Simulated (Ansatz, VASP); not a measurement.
# In2Se in two plane-wave programs

Wanted: the spread between two codes on one cell, functional and k mesh. The cell is generated by rule, not measured, and may not be a known phase. The cell is taken from a series of runs on this material, whose earlier steps may have relaxed, scaled, displaced or heated it; both programs get it as it stands.

Calculated with Ansatz 0.2.0; plane waves, with VASP 6.6.1 beside it; single point at PBEsol.

The structure was built from a prototype and need not be the compound's stable phase.

**1. Set-up**

The structure is orthorhombic, space group Pccm (No. 49). Conventional cell: a = 6.628 Å, b = 9.374 Å, c = 9.374 Å, α = 90.00°, β = 90.00°, γ = 90.00°. Se has 4 In at 2.69 to 3.05 Å nearest. Nearest to In lie 2 Se at 3.05 Å. In has 2 Se at 2.69 Å nearest. In has 2 Se at 2.90 Å nearest. Farther neighbours and most contacts between anions are not listed.

Structure file:

```xyz
12
Lattice="-6.6284 0.0000 0.0000 0.0000 -6.6284 -6.6284 0.0000 -6.6284 6.6284" Properties=species:S:1:pos:R:3 pbc="T T T"
Se    0.0000   -6.7840   -0.1556
Se    0.0000   -6.4729   -6.4729
Se   -3.3142   -9.7871   -3.1587
Se   -3.3142   -3.4698   -3.4698
In   -4.9713   -4.9713    1.6571
In   -4.9713   -4.9713   -4.9713
In   -1.6571   -1.7705    1.5437
In   -1.6571   -8.1722    1.7705
In   -1.6571   -5.0847    4.8579
In   -1.6571   -4.8579   -1.5437
In   -4.9713   -8.2855   -1.6571
In   -4.9713   -1.6571   -1.6571
```

**2. VASP: single point, PBEsol, pair 1**

A single point gives forces, pressure and levels at one fixed geometry, so differences don't come from the geometry; what else differs is listed under the comparison.

Lines of VASP's logs that name or quote its potential files are left out, and so is its time.

File INCAR:

```
SYSTEM = In2Se
PREC = Accurate
ENCUT = 500
EDIFF = 1E-06
NELM = 120
ISMEAR = 1
SIGMA = 0.2
LREAL = .FALSE.
ALGO = Normal
GGA = PS
NBANDS = 79
LORBIT = 11
LWAVE = .FALSE.
LCHARG = .FALSE.
ISIF = 2
LASPH = .TRUE.
GGA_COMPAT = .FALSE.
KPAR = 2
```

File POSCAR:

```
In2Se
1.0
   -6.6284302234      0.0000000000      0.0000000000
    0.0000000000     -6.6284302234     -6.6284302234
    0.0000000000     -6.6284302234      6.6284302234
Se In
4 8
Direct
    0.0000000000      0.5234691302      0.5000000000
    0.0000000000      0.9765308698      0.0000000000
    0.5000000000      0.9765308698      0.5000000000
    0.5000000000      0.5234691302      0.0000000000
    0.7500000000      0.2500000000      0.5000000000
    0.7500000000      0.7500000000      0.0000000000
    0.2500000000      0.0171062535      0.2500000000
    0.2500000000      0.4828937465      0.7500000000
    0.2500000000      0.0171062535      0.7500000000
    0.2500000000      0.4828937465      0.2500000000
    0.7500000000      0.7500000000      0.5000000000
    0.7500000000      0.2500000000      0.0000000000
```

File KPOINTS:

```
Automatic mesh
0
Gamma
6 4 4
0 0 0
```

The projector-augmented-wave data sets are Se and In_d (PBE family, release 64).

Command:

```
mpirun -np 2 vasp_std
```

Numbers of over 12 decimals in the logs are rounded to 6 here.

What it wrote:

```text
[banner, memory and clock lines left out]
running    2 mpi-ranks, on    1 nodes
 distrk:  each k-point on    1 cores,    2 groups
 distr:  one band on    1 cores,    1 groups

 POSCAR found type information on POSCAR SeIn
 POSCAR found :  2 types and      12 ions
|                                                                             |
|               ----> ADVICE to this user running VASP <----                  |
|                                                                             |
|     You enforced a specific xc type in the INCAR file but a different       |
|     [... a line on the potential file left out ...]
|     I HOPE YOU KNOW WHAT YOU ARE DOING!                                     |
|                                                                             |

 LDA part: xc-table for (Slater+PW92), standard interpolation
 POSCAR, INCAR and KPOINTS ok, starting setup
 FFT: planning ... GRIDC
 FFT: planning ... GRID_SOFT
 FFT: planning ... GRID
 WAVECAR not read
 entering main loop
       N       E                     dE             d eps       ncg     rms          rms(c)
DAV:   1     0.120827101640E+04    0.12083E+04   -0.53920E+04  5688   0.158E+03
DAV:   2     0.139307811243E+03   -0.10690E+04   -0.10395E+04  5712   0.417E+02
DAV:   3    -0.218212810905E+02   -0.16113E+03   -0.15324E+03  6742   0.183E+02
DAV:   4    -0.365306713393E+02   -0.14709E+02   -0.14097E+02  6696   0.524E+01
DAV:   5    -0.372112311007E+02   -0.68056E+00   -0.67865E+00  6931   0.104E+01    0.969E+00
DAV:   6    -0.336948437196E+02    0.35164E+01   -0.60433E+00  7682   0.138E+01    0.494E+00
DAV:   7    -0.338333200015E+02   -0.13848E+00   -0.29356E+00  7278   0.570E+00    0.253E+00
DAV:   8    -0.337955699612E+02    0.37750E-01   -0.23498E-01  7736   0.223E+00    0.154E+00
DAV:   9    -0.337855123733E+02    0.10058E-01   -0.78187E-02  7465   0.178E+00    0.628E-01
DAV:  10    -0.337791238456E+02    0.63885E-02   -0.27723E-02  7788   0.122E+00    0.225E-01
DAV:  11    -0.337790888686E+02    0.34977E-04   -0.74236E-03  6855   0.425E-01    0.158E-01
DAV:  12    -0.337797031779E+02   -0.61431E-03   -0.23357E-03  8244   0.186E-01    0.909E-02
DAV:  13    -0.337796566752E+02    0.46503E-04   -0.45156E-04  7380   0.138E-01    0.289E-02
DAV:  14    -0.337796744213E+02   -0.17746E-04   -0.72790E-05  6487   0.424E-02    0.116E-02
DAV:  15    -0.337796712635E+02    0.31578E-05   -0.10770E-05  6495   0.155E-02    0.639E-03
DAV:  16    -0.337796720959E+02   -0.83244E-06   -0.51504E-06  4804   0.949E-03
   1 F= -.33779672E+02 E0= -.33774709E+02  d E =-.148898E-01
```

From OUTCAR (step 2):

```text
ion  position               nearest neighbor table
   1  0.000  0.523  0.500-  11 2.69  10 2.90   8 2.90   5 3.05
   2  0.000  0.977  0.000-   6 2.69   7 2.90   9 2.90  12 3.05
   3  0.500  0.977  0.500-  11 2.69   9 2.90   7 2.90   5 3.05
   4  0.500  0.523  0.000-   6 2.69   8 2.90  10 2.90  12 3.05
   5  0.750  0.250  0.500-   1 3.05   3 3.05
   6  0.750  0.750  0.000-   2 2.69   4 2.69
   7  0.250  0.017  0.250-   2 2.90   3 2.90
   8  0.250  0.483  0.750-   1 2.90   4 2.90
   9  0.250  0.017  0.750-   2 2.90   3 2.90
  10  0.250  0.483  0.250-   1 2.90   4 2.90
  11  0.750  0.750  0.500-   1 2.69   3 2.69
  12  0.750  0.250  0.000-   2 3.05   4 3.05

  LATTYP: Found a simple tetragonal cell.
 ALAT       =     9.3740159192
 C/A-ratio  =     0.7071067812

 Subroutine GETGRP returns: Found  8 space group operations
 (whereof  2 operations were pure point group operations)

The static configuration has the point symmetry C_1h.
 The point group associated with its full space group is D_2h.

 Found     36 irreducible k-points:

   k-points           NKPTS =     36   k-points in BZ     NKDIM =     36   number of bands    NBANDS=     79

   dimension x,y,z NGX =    48 NGY =   70 NGZ =   70
   dimension x,y,z NGXF=    96 NGYF=  140 NGZF=  140

   ENCUT  =  500.0 eV  36.75 Ry    6.06 a.u.  12.09 17.09 17.09*2*pi/ulx,y,z

   NELECT =     128.0000    total number of electrons

 k-points in reciprocal lattice and weights: Automatic mesh
   0.00000000  0.00000000  0.00000000       0.010
   0.16666667  0.00000000  0.00000000       0.021
   0.33333333  0.00000000  0.00000000       0.021
   0.50000000  0.00000000  0.00000000       0.010
   0.00000000  0.25000000  0.00000000       0.021
   0.00000000  0.00000000  0.25000000       0.021
   0.16666667  0.25000000  0.00000000       0.042
   0.16666667  0.00000000  0.25000000       0.042
   0.33333333  0.25000000  0.00000000       0.042
[...]
0.33333333  0.50000000  0.50000000       0.021
   0.50000000  0.50000000  0.50000000       0.010

 average (electrostatic) potential at core
       1 -56.3461       2 -56.3461       3 -56.3461       4 -56.3461       5 -99.5899
       6 -99.6433       7 -99.5544       8 -99.5544       9 -99.5544      10 -99.5544
      11 -99.6433      12 -99.5899

 E-fermi :   1.6729

 k-point     1 :       0.0000    0.0000    0.0000
  band No.  band energies     occupation
    ...
     61       0.6626      2.00000
     62       1.1586      2.00167
     63       1.4473      2.06762
     64       1.4529      2.06525
     65       1.5373      1.90384
     66       1.9712     -0.05604
     67       2.5286     -0.00000
     68       2.7174     -0.00000
     69       3.0288     -0.00000
     70       3.1546     -0.00000
    ...

 k-point     2 :       0.1667    0.0000    0.0000
  band No.  band energies     occupation
    ...
     61       0.6964      2.00000
     62       1.3452      2.04260
     63       1.3501      2.04482
     64       1.5136      1.97830
     65       1.5243      1.94797
     66       1.8169      0.06653
     67       2.4051     -0.00000
     68       2.5665     -0.00000
     69       2.5682     -0.00000
     70       3.1807     -0.00000
    ...

 k-point     3 :       0.3333    0.0000    0.0000
  band No.  band energies     occupation
    ...
     61       0.9032      2.00000
     62       1.1892      2.00331
     63       1.5174      1.96817
     64       1.6786      0.95172
     65       1.6842      0.90450
     66       1.8196      0.05780
     67       2.1331     -0.00537
     68       2.2669     -0.00022
     69       2.2815     -0.00015
     70       2.6411     -0.00000
    ...

  Total       -2.1881022     -2.1272838     -2.1272838      0.0000000      0.7612992      0.0000000
  in kB       -6.0188862     -5.8515908     -5.8515908      0.0000000      2.0941313      0.0000000
  external PRESSURE =      -5.9073559 kB  Pullay stress =       0.0000000 kB

  energy-cutoff  :      500.00
  volume of cell :      582.45
      direct lattice vectors                 reciprocal lattice vectors
    -6.628430223  0.000000000  0.000000000    -0.150865283  0.000000000  0.000000000
     0.000000000 -6.628430223 -6.628430223     0.000000000 -0.075432641 -0.075432641
     0.000000000 -6.628430223  6.628430223     0.000000000 -0.075432641  0.075432641

 POSITION                                       TOTAL-FORCE (eV/Angst)
 -----------------------------------------------------------------------------------
      0.00000     -6.78399     -0.15556        -0.042899     -0.136475     -0.136475
      0.00000     -6.47287     -6.47287        -0.042899      0.136475      0.136475
     -3.31422     -9.78708     -3.15865         0.042899      0.136475      0.136475
     -3.31422     -3.46978     -3.46978         0.042899     -0.136475     -0.136475
     -4.97132     -4.97132      1.65711        -0.000000      0.000000     -0.000000
     -4.97132     -4.97132     -4.97132        -0.000000      0.000000     -0.000000
     -1.65711     -1.77050      1.54372        -0.000000     -0.321049     -0.321049
     -1.65711     -8.17215      1.77050        -0.000000      0.321049      0.321049
     -1.65711     -5.08471      4.85794        -0.000000     -0.321049     -0.321049
     -1.65711     -4.85794     -1.54372        -0.000000      0.321049      0.321049
     -4.97132     -8.28554     -1.65711        -0.000000      0.000000     -0.000000
     -4.97132     -1.65711     -1.65711        -0.000000      0.000000     -0.000000
 -----------------------------------------------------------------------------------
    total drift:                               -0.000000      0.000000      0.000000

  FREE ENERGIE OF THE ION-ELECTRON SYSTEM (eV)
  ---------------------------------------------------
  free  energy   TOTEN  =       -33.7796720959 eV

  energy  without entropy=      -33.7647822974  energy(sigma->0) =      -33.77470883

 total charge
# of ion       s       p       d       tot
------------------------------------------
    1        1.492   2.273   0.019   3.784
    2        1.492   2.273   0.019   3.784
    3        1.492   2.273   0.019   3.784
    4        1.492   2.273   0.019   3.784
    5        1.143   0.226   9.845  11.214
    6        1.067   0.354   9.860  11.281
    7        1.122   0.266   9.850  11.237
    8        1.122   0.266   9.850  11.237
    9        1.122   0.266   9.850  11.237
   10        1.122   0.266   9.850  11.237
   11        1.067   0.354   9.860  11.281
   12        1.143   0.226   9.845  11.214
--------------------------------------------------
tot         14.877  11.313  78.887 105.077

[... 3 further parts left out ...]
```

The k-mesh is coarse for a metal.

The run ends at a pressure of -0.59 GPa, with forces up to 0.45 eV/Å.

**3. Ansatz: single point, PBEsol, pair 1**

Ansatz runs on its default PAW (the set named soft_2) files.

The same cell, functional, mesh and smearing now go to Ansatz, which takes its cutoff from its data sets.

File input.yaml:

```yaml
crystal:
  lattice:
    - [-6.6284302234, 0.0, 0.0]
    - [0.0, -6.6284302234, -6.6284302234]
    - [0.0, -6.6284302234, 6.6284302234]
  atoms:
    - { symbol: Se, position: [0.0, 0.5234691302, 0.5] }
    - { symbol: Se, position: [0.0, -0.0234691302, 0.0] }
    - { symbol: Se, position: [0.5, -0.0234691302, 0.5] }
    - { symbol: Se, position: [0.5, 0.5234691302, 0.0] }
    - { symbol: In, position: [0.75, 0.25, 0.5] }
    - { symbol: In, position: [0.75, 0.75, 0.0] }
    - { symbol: In, position: [0.25, 0.0171062535, 0.25] }
    - { symbol: In, position: [0.25, 0.4828937465, 0.75] }
    - { symbol: In, position: [0.25, 0.0171062535, 0.75] }
    - { symbol: In, position: [0.25, 0.4828937465, 0.25] }
    - { symbol: In, position: [0.75, 0.75, 0.5] }
    - { symbol: In, position: [0.75, 0.25, 0.0] }
kpoints:
  mp_grid: { grid: [6, 4, 4] }
hamiltonian:
  xc: pbesol
scf:
  occupations: { method: methfessel_paxton, width: 0.2 }
output:
  forces: true
  stress: true
  eigenvalues: true
```

Command:

```
ansatz run input.yaml --threads 8 --pin off --max-ram 14336MiB --backend cpu --events-out ev --progress --plain --runs-dir out
```

What it wrote:

```text
Engine: ansatz 0.2.0, aarch64-unknown-linux-gnu
Pseudopotentials: kind: paw
Pseudopotential: Se, paw, valence charge 16, recommended cutoff 420 eV (normal), Se.paw.azcp
Pseudopotential: In, paw, valence charge 13, recommended cutoff 420 eV (normal), In.paw.azcp
Functional definition: PBEsol
  exchange = pbesol_x
  correlation = pbesol_c
Crystal: 12 atoms, lattice volume = 582.455 Å³
Basis set: ecut = 420 eV, 11407 PW (Γ), exchange–correlation on 90×128×128 points (8 copies of the dense FFT grid, shifted against one another)
Bands: 101, of which v1, the nominal top of the filled ones, is band 84 counted from 1 (83 counted from 0)
Symmetry: 8 space group operations
Space group: Pccm (ITA 49), of the structure as read, at distance tolerance 8.4e-5 Å
k-points: 36 of 96
Non-local potential: Se, projectors of the file, l = 0: 2, l = 1: 2, l = 2: 3, l = 3: 1
Non-local potential: In, projectors of the file, l = 0: 2, l = 1: 2, l = 2: 2, l = 3: 2
PAW form: soft (Blöchl's): semilocal exchange-correlation on the pseudo side does not see the compensation charge
PAW frozen core: Se, regenerated for the run's functional, and the local potential with it (the file was generated under x = pbe(κ = 0.804, μ = 0.219515), c = pbe(β = 0.066725))
PAW frozen core: In, regenerated for the run's functional, and the local potential with it (the file was generated under x = pbe(κ = 0.804, μ = 0.219515), c = pbe(β = 0.066725))
PAW one-centre angular grid: Se, 590 points (default); XC on 64 Gauss nodes
PAW one-centre angular grid: In, 590 points (default); XC on 64 Gauss nodes
Initial density: superposition of atomic densities (neutral atoms: chi_scale 0, normalization atom), corrected by the library's trained network
Initial wavefunctions: pseudopotential atomic-orbital guess
Functional: x = pbesol(κ = 0.804, μ = 0.123457), c = pbesol(β = 0.046)
SCF iter   1: F=—  HF=-65894.581991 eV  |F-HF|=—  |Δ(HF+E_count)|=         —  Δρ=3.88e-3  dr2=1.92e-1  ethr=1.77e-3  ⟨swp⟩=6.1  Hψ=14224  notcnv=0
preconditioner: auto → LDOS  [metal: Δε(μ)=0.033 eV  Ē_g=12.700 eV  σ=0.200 eV  W_gap=0.14  n_scr=104 (ndim 8)  ℏωp=17.4 eV  f_vac=0.174  D(μ)=11.06/eV (n_scr^D=62)  β→1.0]
SCF iter   2: F=—  HF=-65894.573190 eV  |F-HF|=—  |Δ(HF+E_count)|=   8.80e-3  S|Δr|=    0.00e0  Δρ=2.28e-3  dr2=3.14e-2  ethr=1.14e-4  ⟨swp⟩=2.0  Hψ=6503  notcnv=0  defer=2
SCF iter   3: F=—  HF=-65894.566624 eV  |F-HF|=—  |Δ(HF+E_count)|=   6.57e-3  S|Δr|=    0.00e0  Δρ=1.04e-3  dr2=1.05e-2  ethr=1.87e-5  ⟨swp⟩=2.0  Hψ=5755  notcnv=0  defer=2
SCF iter   4: F=—  HF=-65894.565097 eV  |F-HF|=—  |Δ(HF+E_count)|=   1.53e-3  S|Δr|=    0.00e0  Δρ=4.09e-4  dr2=2.42e-3  ethr=6.24e-6  ⟨swp⟩=2.0  Hψ=5484  notcnv=0  defer=2
SCF iter   5: F=—  HF=-65894.564807 eV  |F-HF|=—  |Δ(HF+E_count)|=   2.90e-4  S|Δr|=    0.00e0  Δρ=1.17e-4  dr2=2.06e-4  ethr=1.44e-6  ⟨swp⟩=2.0  Hψ=4107  notcnv=0  defer=2
SCF iter   6: F=—  HF=-65894.564785 eV  |F-HF|=—  |Δ(HF+E_count)|=   2.27e-5  S|Δr|=    0.00e0  Δρ=4.81e-5  dr2=3.68e-5  ethr=1.23e-7  ⟨swp⟩=2.0  Hψ=5479  notcnv=0  defer=2
SCF iter   7: F=—  HF=-65894.564925 eV  |F-HF|=—  |Δ(HF+E_count)|=   1.41e-4  S|Δr|=    0.00e0  Δρ=1.43e-5  dr2=2.77e-6  ethr=2.19e-8  ⟨swp⟩=2.0  Hψ=5361  notcnv=0  defer=2
SCF iter   8: F=—  HF=-65894.564925 eV  |F-HF|=—  |Δ(HF+E_count)|=   1.48e-7  S|Δr|=    0.00e0  Δρ=6.18e-6  dr2=5.77e-7  ethr=1.65e-9  ⟨swp⟩=2.2  Hψ=5724  notcnv=0  defer=2
SCF iter   9: F=-65894.564925 eV  HF=-65894.564925 eV  |F-HF|=5.84e-8  |Δ(HF+E_count)|=   3.71e-8  S|Δr|=    0.00e0  Δρ=2.17e-6  dr2=8.92e-8  ethr=5.95e-11  ⟨swp⟩=9.0  Hψ=17683  notcnv=0
SCF 1 converged in 9 iterations: F = -65894.564925 eV  dr2 = 8.92e-8
  greatest PAW one-centre occupation: 1.000 electrons in one spin orbital (limit 2), on the Se atom at site 3 (counted from 0), in its partial waves of l = 2
SCF converged after 9 iterations
Stability not checked: this state was not tested for a lower state beside it, because cold or Methfessel-Paxton smearing, or corrected tetrahedra, fill the levels in a way that the test cannot read (fill_not_monotonic; see scf.lower_state_search)
Free energy (F): -65894.564925 eV
Harris-Foulkes:  -65894.564925 eV  (|F-HF|=5.84e-8)
Internal energy: -65894.550121 eV  (E = F + TS)
E sigma→0 (E₀):  -65894.561224 eV
Entropy (-TS):   -0.014804 eV (-1.234 meV/atom)
Fermi energy:    3.448686 eV
Step filling:    the computed levels leave a gap of 0.0020 eV = 0.0 smearing widths at the electron count; against every level under it full and every level over it empty, smearing changes F+E_penalty+E_count by +0.059 meV and its σ→0 estimate by +3.760 meV
--- Per-component energies (eV) ---
  E_band       = -2717.875491
  E_kinetic    = 2382.587510
  E_local      = -25799.692085  (includes V_loc(G=0)·N_el)
  E_nonlocal   = 567.677117
  E_hartree    = 11400.067120
  E_xc         = -2115.013699
  E_vxc        = -1178.943622  (∫ρ·V_xc dr)
  E_paw        = -40105.446314  (= ΣΔE_a)
  E_vpaw       = -1489.640056  (= ΣTr[D̂ρ^β])
  E_aug_tail   = -0.002178  (compensation charges beyond the density's cutoff)
  E_ewald      = -12230.648613
  E_core_change = 5.921022  (= ΣΔE_core)
  E_smearing   = -0.014804  (= −TS)
  E_closure    = 0.000000  (closes the sum)
  Σ components = -65894.564925   (vs F -65894.564925, Δ=0.00e0)
--- Forces (eV/Å), atoms counted from 1 ---
  atom   1  Se    -0.04563521    -0.13543279    -0.13543279
  atom   2  Se    -0.04563521     0.13543279     0.13543279
  atom   3  Se     0.04563521     0.13543279     0.13543279
  atom   4  Se     0.04563521    -0.13543279    -0.13543279
  atom   5  In     0.00000000     0.00000000     0.00000000
  atom   6  In     0.00000000     0.00000000     0.00000000
  atom   7  In     0.00000000    -0.32106051    -0.32106051
  atom   8  In    -0.00000000     0.32106051     0.32106051
  atom   9  In     0.00000000    -0.32106051    -0.32106051
  atom  10  In     0.00000000     0.32106051     0.32106051
  atom  11  In    -0.00000000     0.00000000    -0.00000000
  atom  12  In     0.00000000    -0.00000000    -0.00000000
  max |Σ_I F_I| component: 1.11e-16 eV/Å
--- Stress (GPa, compression-positive) ---
       -0.596853      -0.000000      -0.000000
       -0.000000      -0.576458       0.213691
        0.000000       0.213691      -0.576458
  P = ⅓ Tr σ = -0.5833 GPa (-5.833 kbar)
--- Band table (eV; the first three rows and the last of 36) ---
  k-point 0: bands = [... 80 lower, 2.4370, 2.9351, 3.2210, 3.2306, 3.3117, 3.7470, 4.3030, 4.4928, ... 13 higher]
  k-point 1: bands = [... 80 lower, 2.4590, 2.9999, 3.0739, 3.2631, 3.4307, 3.6341, 4.1292, 4.1804, ... 13 higher]
  k-point 2: bands = [... 80 lower, 2.4867, 2.4867, 3.3909, 3.3909, 3.4988, 3.4988, 3.7753, 3.7753, ... 13 higher]
  k-point 35: bands = [... 80 lower, 2.4183, 2.4183, 3.1342, 3.1342, 4.1374, 4.1374, 4.4009, 4.4009, ... 13 higher]
```

The run ends at a pressure of -0.58 GPa, with forces up to 0.45 eV/Å.

**4. Differences**

Known differences besides the potentials themselves: the data sets hold 168 valence electrons in Ansatz (on its default PAW (the set named soft_2) files) and 128 in VASP; the cutoff is 420 eV in Ansatz and 500 eV in VASP; Ansatz makes its cores anew for this functional, VASP keeps those of its PBE data sets. Total energies have different zeros and are not compared.

Both answers:

| quantity | Ansatz | VASP | difference |
| --- | --- | --- | --- |
| pressure (GPa) | -0.58 | -0.59 | +0.01 |

Forces on 7 of the 12 atoms, those with the largest forces and the largest differences (eV/Å; atoms numbered as in POSCAR):

| atom | Ansatz x, y, z | VASP x, y, z |
| --- | --- | --- |
| Se1 | -0.046, -0.135, -0.135 | -0.043, -0.136, -0.136 |
| Se3 | 0.046, 0.135, 0.135 | 0.043, 0.136, 0.136 |
| Se4 | 0.046, -0.135, -0.135 | 0.043, -0.136, -0.136 |
| In7 | 0.000, -0.321, -0.321 | 0.000, -0.321, -0.321 |
| In8 | 0.000, 0.321, 0.321 | 0.000, 0.321, 0.321 |
| In9 | 0.000, -0.321, -0.321 | 0.000, -0.321, -0.321 |
| In10 | 0.000, 0.321, 0.321 | 0.000, 0.321, 0.321 |

The forces differ by 1.0 meV/Å r.m.s., which is 0.6 % of the r.m.s. force of 0.165 eV/Å (both taken over all components).

[end of part 1 of 2]

[Lines on the potential files, build, host, timing and source positions are cut from VASP's logs without a mark.]

[Logs are printed without paths, hosts, clocks, repeated set-up lines and the standing remarks that a program may print on its own settings, such as how far it seeks lower states.]

[Hosts, paths, dates, database ids (printed as entryN), source tags and the programs' standing remarks are cut or masked in the printed files.]
